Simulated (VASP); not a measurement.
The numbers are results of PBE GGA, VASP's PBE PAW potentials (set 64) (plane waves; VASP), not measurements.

The input files of a VASP run:

INCAR:
```
# general
SYSTEM =Ga31MgAs32
PREC   =Normal
ENCUT  =400
LREAL  =Auto
LASPH  =.TRUE.
ISYM   =0
NELECT =256.0

# electronic loop
EDIFF  =1E-5
NELM   =100
NELMIN =4
ALGO   =Fast
LMAXMIX=4

# smearing
ISMEAR =0
SIGMA  =0.05

# functional
GGA    =PE

# ions
IBRION =2
NSW    =60
ISIF   =2
EDIFFG =-0.03

# output
LWAVE  =.TRUE.
LCHARG =.FALSE.
```

KPOINTS:
```
Automatic mesh
0
Gamma
1 1 1
0 0 0
```

**POSCAR**
```
Ga31MgAs32
1
   11.5222104216     0.0000000000     0.0000000000
    0.0000000000    11.5222104216    -0.0000000000
   -0.0000000000    -0.0000000000    11.5222104216
Ga As Mg
31 32 1
Direct
  0.5000000000   0.0000000000   0.0000000000
  0.7500000000   0.2500000000   0.0000000000
  0.7500000000   0.0000000000   0.2500000000
  0.0000000000   0.0000000000   0.0000000000
  0.2500000000   0.2500000000   0.0000000000
  0.5000000000   0.5000000000   0.0000000000
  0.7500000000   0.7500000000   0.0000000000
  0.2500000000   0.0000000000   0.2500000000
  0.5000000000   0.2500000000   0.2500000000
  0.7500000000   0.5000000000   0.2500000000
  0.5000000000   0.0000000000   0.5000000000
  0.7500000000   0.2500000000   0.5000000000
  0.7500000000   0.0000000000   0.7500000000
  0.0000000000   0.5000000000   0.0000000000
  0.2500000000   0.7500000000   0.0000000000
  0.0000000000   0.2500000000   0.2500000000
  0.2500000000   0.5000000000   0.2500000000
  0.5000000000   0.7500000000   0.2500000000
  0.0000000000   0.0000000000   0.5000000000
  0.2500000000   0.2500000000   0.5000000000
  0.7500000000   0.7500000000   0.5000000000
  0.2500000000   0.0000000000   0.7500000000
  0.5000000000   0.2500000000   0.7500000000
  0.7500000000   0.5000000000   0.7500000000
  0.0000000000   0.7500000000   0.2500000000
  0.0000000000   0.5000000000   0.5000000000
  0.2500000000   0.7500000000   0.5000000000
  0.0000000000   0.2500000000   0.7500000000
  0.2500000000   0.5000000000   0.7500000000
  0.5000000000   0.7500000000   0.7500000000
  0.0000000000   0.7500000000   0.7500000000
  0.6250000000   0.1250000000   0.1250000000
  0.8750000000   0.3750000000   0.1250000000
  0.8750000000   0.1250000000   0.3750000000
  0.1250000000   0.1250000000   0.1250000000
  0.3750000000   0.3750000000   0.1250000000
  0.6250000000   0.6250000000   0.1250000000
  0.8750000000   0.8750000000   0.1250000000
  0.3750000000   0.1250000000   0.3750000000
  0.6254130000   0.3791350000   0.3785160000
  0.8750000000   0.6250000000   0.3750000000
  0.6250000000   0.1250000000   0.6250000000
  0.8750000000   0.3750000000   0.6250000000
  0.8750000000   0.1250000000   0.8750000000
  0.1250000000   0.6250000000   0.1250000000
  0.3750000000   0.8750000000   0.1250000000
  0.1250000000   0.3750000000   0.3750000000
  0.3759360000   0.6266890000   0.3753570000
  0.6250000000   0.8750000000   0.3750000000
  0.1250000000   0.1250000000   0.6250000000
  0.3760740000   0.3791450000   0.6264650000
  0.6228940000   0.6213760000   0.6265390000
  0.8750000000   0.8750000000   0.6250000000
  0.3750000000   0.1250000000   0.8750000000
  0.6250000000   0.3750000000   0.8750000000
  0.8750000000   0.6250000000   0.8750000000
  0.1250000000   0.8750000000   0.3750000000
  0.1250000000   0.6250000000   0.6250000000
  0.3750000000   0.8750000000   0.6250000000
  0.1250000000   0.3750000000   0.8750000000
  0.3750000000   0.6250000000   0.8750000000
  0.6250000000   0.8750000000   0.8750000000
  0.1250000000   0.8750000000   0.8750000000
  0.4995300000   0.4975620000   0.5034130000
```

POTCAR, in this order: Ga As Mg (PBE.64 set). Program: vasp_gam.

Output of the run:

File OSZICAR:
```
       N       E                     dE             d eps       ncg     rms          rms(c)
DAV:   1     0.153032079717E+04    0.15303E+04   -0.92456E+04   322   0.112E+03
DAV:   2    -0.766276570993E+02   -0.16069E+04   -0.15223E+04   427   0.201E+02
DAV:   3    -0.256063249908E+03   -0.17944E+03   -0.17632E+03   380   0.713E+01
DAV:   4    -0.261341296103E+03   -0.52780E+01   -0.52337E+01   372   0.129E+01
DAV:   5    -0.261470086119E+03   -0.12879E+00   -0.12837E+00   380   0.198E+00    0.207E+01
RMM:   6    -0.255771633747E+03    0.56985E+01   -0.85191E+00   322   0.400E+00    0.121E+01
RMM:   7    -0.255053620570E+03    0.71801E+00   -0.12057E+01   322   0.463E+00    0.309E+00
RMM:   8    -0.255014633802E+03    0.38987E-01   -0.25076E+00   322   0.261E+00    0.144E+00
RMM:   9    -0.254900226900E+03    0.11441E+00   -0.23303E-01   326   0.860E-01    0.455E-01
RMM:  10    -0.254913470273E+03   -0.13243E-01   -0.16627E-01   326   0.531E-01    0.380E-01
RMM:  11    -0.254906633783E+03    0.68365E-02   -0.36731E-02   322   0.324E-01    0.662E-02
RMM:  12    -0.254906878178E+03   -0.24439E-03   -0.26748E-03   325   0.981E-02    0.343E-02
RMM:  13    -0.254906972871E+03   -0.94693E-04   -0.71485E-04   351   0.409E-02    0.335E-02
RMM:  14    -0.254906953424E+03    0.19447E-04   -0.20802E-04   324   0.230E-02    0.540E-03
RMM:  15    -0.254906956704E+03   -0.32803E-05   -0.52542E-05   249   0.109E-02
   1 F= -.25490696E+03 E0= -.25490383E+03  d E =-.254907E+03
       N       E                     dE             d eps       ncg     rms          rms(c)
DAV:   1    -0.255104602405E+03   -0.19765E+00   -0.74396E+00   340   0.421E+00    0.875E-01
RMM:   2    -0.255136477215E+03   -0.31875E-01   -0.41313E-01   322   0.993E-01    0.274E-01
RMM:   3    -0.255139263440E+03   -0.27862E-02   -0.53957E-02   327   0.371E-01    0.178E-01
RMM:   4    -0.255138912021E+03    0.35142E-03   -0.13073E-02   323   0.162E-01    0.604E-02
RMM:   5    -0.255139180954E+03   -0.26893E-03   -0.26917E-03   349   0.728E-02    0.468E-02
RMM:   6    -0.255139198549E+03   -0.17595E-04   -0.34135E-04   316   0.294E-02    0.225E-02
RMM:   7    -0.255139213059E+03   -0.14510E-04   -0.97952E-05   274   0.161E-02    0.779E-03
RMM:   8    -0.255139214357E+03   -0.12985E-05   -0.22919E-05   214   0.716E-03
   2 F= -.25513921E+03 E0= -.25513686E+03  d E =-.232258E+00
       N       E                     dE             d eps       ncg     rms          rms(c)
DAV:   1    -0.255158886149E+03   -0.19673E-01   -0.15972E+00   354   0.201E+00    0.384E-01
RMM:   2    -0.255165753313E+03   -0.68672E-02   -0.88913E-02   322   0.474E-01    0.128E-01
RMM:   3    -0.255166380429E+03   -0.62712E-03   -0.11833E-02   328   0.178E-01    0.795E-02
RMM:   4    -0.255166328778E+03    0.51651E-04   -0.27334E-03   323   0.761E-02    0.311E-02
RMM:   5    -0.255166388375E+03   -0.59597E-04   -0.59246E-04   348   0.347E-02    0.220E-02
RMM:   6    -0.255166393602E+03   -0.52269E-05   -0.78169E-05   255   0.142E-02
   3 F= -.25516639E+03 E0= -.25516409E+03  d E =-.259437E+00
       N       E                     dE             d eps       ncg     rms          rms(c)
DAV:   1    -0.255182603584E+03   -0.16215E-01   -0.56959E-01   346   0.138E+00    0.263E-01
RMM:   2    -0.255185293291E+03   -0.26897E-02   -0.37951E-02   322   0.345E-01    0.832E-02
RMM:   3    -0.255185706904E+03   -0.41361E-03   -0.59612E-03   332   0.139E-01    0.535E-02
RMM:   4    -0.255185721386E+03   -0.14482E-04   -0.10173E-03   327   0.563E-02    0.231E-02
RMM:   5    -0.255185743241E+03   -0.21854E-04   -0.24250E-04   343   0.264E-02    0.108E-02
RMM:   6    -0.255185746333E+03   -0.30920E-05   -0.36892E-05   228   0.112E-02
   4 F= -.25518575E+03 E0= -.25518359E+03  d E =-.193527E-01
       N       E                     dE             d eps       ncg     rms          rms(c)
DAV:   1    -0.255187789868E+03   -0.20466E-02   -0.17739E-01   370   0.769E-01    0.146E-01
RMM:   2    -0.255188629282E+03   -0.83941E-03   -0.11820E-02   322   0.192E-01    0.462E-02
RMM:   3    -0.255188762668E+03   -0.13339E-03   -0.18802E-03   332   0.776E-02    0.298E-02
RMM:   4    -0.255188768178E+03   -0.55101E-05   -0.31383E-04   326   0.315E-02    0.129E-02
RMM:   5    -0.255188775363E+03   -0.71850E-05   -0.77443E-05   274   0.149E-02
   5 F= -.25518878E+03 E0= -.25518668E+03  d E =-.223818E-01
       N       E                     dE             d eps       ncg     rms          rms(c)
DAV:   1    -0.255194313585E+03   -0.55454E-02   -0.13997E-01   340   0.679E-01    0.117E-01
RMM:   2    -0.255194884483E+03   -0.57090E-03   -0.72580E-03   322   0.154E-01    0.411E-02
RMM:   3    -0.255194989217E+03   -0.10473E-03   -0.11401E-03   336   0.626E-02    0.265E-02
RMM:   4    -0.255194988863E+03    0.35444E-06   -0.17380E-04   324   0.247E-02    0.976E-03
RMM:   5    -0.255194993711E+03   -0.48482E-05   -0.44218E-05   242   0.119E-02
   6 F= -.25519499E+03 E0= -.25519292E+03  d E =-.621835E-02
       N       E                     dE             d eps       ncg     rms          rms(c)
DAV:   1    -0.255196443443E+03   -0.14546E-02   -0.55292E-01   330   0.135E+00    0.232E-01
RMM:   2    -0.255198726801E+03   -0.22834E-02   -0.28921E-02   322   0.307E-01    0.819E-02
RMM:   3    -0.255199142992E+03   -0.41619E-03   -0.45329E-03   336   0.125E-01    0.533E-02
RMM:   4    -0.255199139693E+03    0.32994E-05   -0.69688E-04   324   0.494E-02    0.197E-02
RMM:   5    -0.255199158676E+03   -0.18983E-04   -0.18081E-04   324   0.237E-02    0.977E-03
RMM:   6    -0.255199160772E+03   -0.20962E-05   -0.40085E-05   236   0.107E-02
   7 F= -.25519916E+03 E0= -.25519712E+03  d E =-.103854E-01
       N       E                     dE             d eps       ncg     rms          rms(c)
DAV:   1    -0.255201431115E+03   -0.22724E-02   -0.18374E-01   340   0.806E-01    0.135E-01
RMM:   2    -0.255202112415E+03   -0.68130E-03   -0.88847E-03   322   0.176E-01    0.494E-02
RMM:   3    -0.255202236287E+03   -0.12387E-03   -0.14917E-03   339   0.724E-02    0.315E-02
RMM:   4    -0.255202241026E+03   -0.47394E-05   -0.22267E-04   324   0.286E-02    0.120E-02
RMM:   5    -0.255202246108E+03   -0.50820E-05   -0.52145E-05   253   0.135E-02
   8 F= -.25520225E+03 E0= -.25520014E+03  d E =-.308534E-02
       N       E                     dE             d eps       ncg     rms          rms(c)
DAV:   1    -0.255202317756E+03   -0.76730E-04   -0.82083E-03   388   0.170E-01    0.292E-02
RMM:   2    -0.255202352062E+03   -0.34306E-04   -0.42962E-04   322   0.389E-02    0.108E-02
RMM:   3    -0.255202358252E+03   -0.61900E-05   -0.71854E-05   260   0.161E-02    0.706E-03
RMM:   4    -0.255202358650E+03   -0.39880E-06   -0.11313E-05   191   0.642E-03
   9 F= -.25520236E+03 E0= -.25520024E+03  d E =-.319788E-02
       N       E                     dE             d eps       ncg     rms          rms(c)
DAV:   1    -0.255203372484E+03   -0.10142E-02   -0.46537E-02   338   0.400E-01    0.802E-02
RMM:   2    -0.255203603683E+03   -0.23120E-03   -0.33243E-03   322   0.104E-01    0.280E-02
RMM:   3    -0.255203643203E+03   -0.39520E-04   -0.53876E-04   335   0.423E-02    0.173E-02
RMM:   4    -0.255203639599E+03    0.36034E-05   -0.76729E-05   308   0.165E-02
  10 F= -.25520364E+03 E0= -.25520143E+03  d E =-.128095E-02
```

OUTCAR:
```
------------------------ aborting loop because EDIFF is reached ----------------------------------------
  FORCE on cell =-STRESS in cart. coord.  units (eV):
  Direction    XX          YY          ZZ          XY          YZ          ZX
  --------------------------------------------------------------------------------------
  Total       11.7827621     11.7670272     11.7842290      0.0531626      0.0175866      0.0186241
  in kB       12.3409981     12.3245177     12.3425345      0.0556813      0.0184198      0.0195064
  external PRESSURE =      12.3360168 kB  Pullay stress =       0.0000000 kB
  volume of cell :     1529.70
      direct lattice vectors                 reciprocal lattice vectors
    11.522210422  0.000000000  0.000000000     0.086788903  0.000000000  0.000000000
     0.000000000 11.522210422  0.000000000     0.000000000  0.086788903  0.000000000
     0.000000000  0.000000000 11.522210422     0.000000000  0.000000000  0.086788903
  FREE ENERGIE OF THE ION-ELECTRON SYSTEM (eV)
  ---------------------------------------------------
  free  energy   TOTEN  =      -255.2036395992 eV

  energy  without entropy=     -255.1992184785  energy(sigma->0) =     -255.20142904

 reached required accuracy - stopping structural energy minimisation
```
(Selected blocks of OUTCAR.)

### CONTCAR
```
Ga31MgAs32
   1.00000000000000
    11.5222104216000005    0.0000000000000000    0.0000000000000000
     0.0000000000000000   11.5222104216000005    0.0000000000000000
     0.0000000000000000    0.0000000000000000   11.5222104216000005
  Ga              As              Mg
    31    32     1
Direct
     0.5000233247287738    0.0001835223303660    0.0003037308371466
     0.7495517779659410    0.2502798962415322    0.9998531963266423
     0.7495475135598583    0.9995281908350775    0.2506485127246142
     0.0000073006957002    0.0000049750317654    0.9999838193384561
     0.2506845630364826    0.2505402047593392    0.0007333951049450
     0.4999909661795525    0.4999570757477560    0.0002070127075392
     0.7494891910381984    0.7495670766451717    0.0004400940685104
     0.2506464187533649    0.0007838947318369    0.2506763876789205
     0.5031138549902766    0.2498249114467546    0.2498466783052216
     0.7505000267603592    0.4971357155515851    0.2496640065215736
     0.5000098007874275    0.0000993295942040    0.5000073279688698
     0.7505055009692486    0.2496234314009908    0.4970911689489730
     0.7494682438192537    0.0005158425304312    0.7494583756516991
     0.9999027227160820    0.5000052462573187    0.0004390734820067
     0.2503821974957217    0.7497258480250167    0.9998676857131572
     0.0006258378070332    0.2505934445405139    0.2506133035043325
     0.2496674128455814    0.5031309754154514    0.2496910353133895
     0.4970916575473955    0.7505393371248479    0.2495717911745893
     0.9997965837179664    0.9999525691600358    0.5000736887209091
     0.2494906065377449    0.2495787361393929    0.5031928221705591
     0.7502845536976698    0.7503010935307702    0.5031285719384818
     0.2505279667736027    0.9995619947298939    0.7495460086175499
     0.4969363443238953    0.2495130919645717    0.7506714014276781
     0.7507618330309334    0.5028789042770100    0.7509495212920491
     0.9995959232636047    0.7496642741222357    0.2506236286901204
     0.0000759549681857    0.4999943153991182    0.4999755892634494
     0.2495392263903388    0.7507039414764519    0.4970443333089543
     0.9996917542688520    0.2503821118239312    0.7495788538618308
     0.2490047823759137    0.4972518209497682    0.7510528614322021
     0.5030462982624835    0.7506297547087079    0.7507675835122862
     0.0003257433023515    0.7497032668204487    0.7494172325996070
     0.6251432503644258    0.1240485859219910    0.1242897278846192
     0.8759545798126702    0.3747942174870121    0.1241967798395024
     0.8760643851147568    0.1240456947734803    0.3748521650945875
     0.1251863170611688    0.1251930863704117    0.1251999672714916
     0.3752691389024136    0.3752606217109897    0.1259769063593887
     0.6248234891288390    0.6248222220404727    0.1258025815275004
     0.8748488361616967    0.8748676792026718    0.1251919691975391
     0.3753035197806020    0.1259871992433604    0.3753476996921038
     0.6286222624499263    0.3717182779679127    0.3717051294365470
     0.8742571050049918    0.6248548606756557    0.3752960417356622
     0.6247566303259724    0.1258611983638841    0.6247906684073241
     0.8743446507491373    0.3751935420505041    0.6248663926274501
     0.8748299334097334    0.1251526285550152    0.8748639091806569
     0.1239928054996157    0.6252282130785958    0.1242002288884897
     0.3747922880210664    0.8761799031181491    0.1241440218263137
     0.1258906713169045    0.3752504946371084    0.3752581335830014
     0.3715199810827591    0.6287117494969652    0.3715526595942992
     0.6247867009452661    0.8742299038785153    0.3752876561082414
     0.1239473508484526    0.1238622613867312    0.6251709610444681
     0.3709390998207486    0.3714603241810449    0.6291506118662242
     0.6286357003769130    0.6284229704835560    0.6290244716774261
     0.8758196197418542    0.8760062626584207    0.6251591184458194
     0.3748110309565578    0.1239554419789747    0.8761988586980943
     0.6248323102650207    0.3751001689141578    0.8744532626903191
     0.8762063834664440    0.6252808075842328    0.8762116893035246
     0.1240034200986888    0.8762455259168520    0.3748354045752524
     0.1256715444982971    0.6249437654628378    0.6247826129466340
     0.3752874125045204    0.8742956669236327    0.6248497960654857
     0.1237816120074073    0.3747590076193346    0.8764421047897335
     0.3751739792039508    0.6249253953910687    0.8745011049313698
     0.6252027502073958    0.8762607334383981    0.8761912980399856
     0.1251473832851277    0.8748647502796720    0.8748515859976318
     0.4997149749768907    0.4999690458960934    0.5005257884670538
```

### OUTCAR
```
 val. band max:        2.3821659144   @ k =   0.0000   0.0000   0.0000

 cond. band min:       2.5568542215   @ k =   0.0000   0.0000   0.0000


 Fermi energy:         2.4760476745

 k-point     1 :       0.0000    0.0000    0.0000
  band No.  band energies     occupation
      1      -9.9580      2.00000
      2      -9.1842      2.00000
      3      -9.1837      2.00000
      4      -9.1597      2.00000
      5      -9.1579      2.00000
      6      -9.1576      2.00000
      7      -9.0514      2.00000
      8      -8.5781      2.00000
      9      -8.5773      2.00000
     10      -8.5634      2.00000
     11      -8.5624      2.00000
     12      -8.5609      2.00000
     13      -8.5601      2.00000
     14      -8.5583      2.00000
     15      -8.5581      2.00000
     16      -8.5435      2.00000
     17      -8.5428      2.00000
     18      -8.5424      2.00000
     19      -8.5254      2.00000
     20      -8.4126      2.00000
     21      -8.4108      2.00000
     22      -8.4090      2.00000
     23      -8.0848      2.00000
     24      -7.8259      2.00000
     25      -7.8254      2.00000
     26      -7.8246      2.00000
     27      -7.7831      2.00000
     28      -7.7822      2.00000
     29      -7.7804      2.00000
     30      -7.6579      2.00000
     31      -7.6554      2.00000
     32      -7.6540      2.00000
     33      -4.2315      2.00000
     34      -4.2312      2.00000
     35      -4.2225      2.00000
     36      -4.0694      2.00000
     37      -4.0689      2.00000
     38      -4.0563      2.00000
     39      -4.0562      2.00000
     40      -4.0553      2.00000
     41      -4.0032      2.00000
     42      -3.9891      2.00000
     43      -3.9879      2.00000
     44      -3.9873      2.00000
     45      -3.6363      2.00000
     46      -3.1617      2.00000
     47      -3.1616      2.00000
     48      -3.1607      2.00000
     49      -3.1523      2.00000
     50      -3.1518      2.00000
     51      -3.1458      2.00000
...
```

The cell is charged, with a uniform compensating background. The supercell is sampled at Γ alone, which is coarse: total energies, pressure and levels can be off, energies of defects by several tenths of an eV.

The cell is a supercell with a defect, built from GaAs (zinc blende): Mg_Ga, charge -1. The run is not spin-polarised, so no state with unpaired spins was tried.
